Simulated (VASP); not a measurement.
Data:

```
CELL_PARAMETERS angstrom
      3.74500     0.00000     0.00000
     -1.87250     3.24327     0.00000
      0.00000     0.00000     5.21961
ATOMIC_POSITIONS crystal
  Ge 0.00000 0.00000 0.00000
  Ge 0.00000 0.00000 0.50000
  Si 0.33333 0.66667 0.25000
  Si 0.66667 0.33333 0.75000
```

These are PBE GGA, VASP's PBE PAW potentials (set 64) (plane waves; VASP 6.6.1) values and carry that method's errors. Run with 400 eV cut-off, KSPACING 0.16 per Å, first-order Methfessel-Paxton smearing of 0.10 eV, potentials Ge_d Si.

Q: Give the stress tensor in GPa (positive for a compressed cell).

A: 
```
13.63   0.00   0.00
 0.00  13.63   0.00
 0.00   0.00  30.14
```
The pressure is its mean diagonal, 19.13 GPa.

The structure was generated: SiGe was put into the NiAs type (P6_3/mmc), which need not be its known phase. The cell was not relaxed at this level. The run is one of a series of settings (KGAMMA = .TRUE., KSPACING = 0.16, KPOINTS file removed against the base run), some of them coarse on purpose.
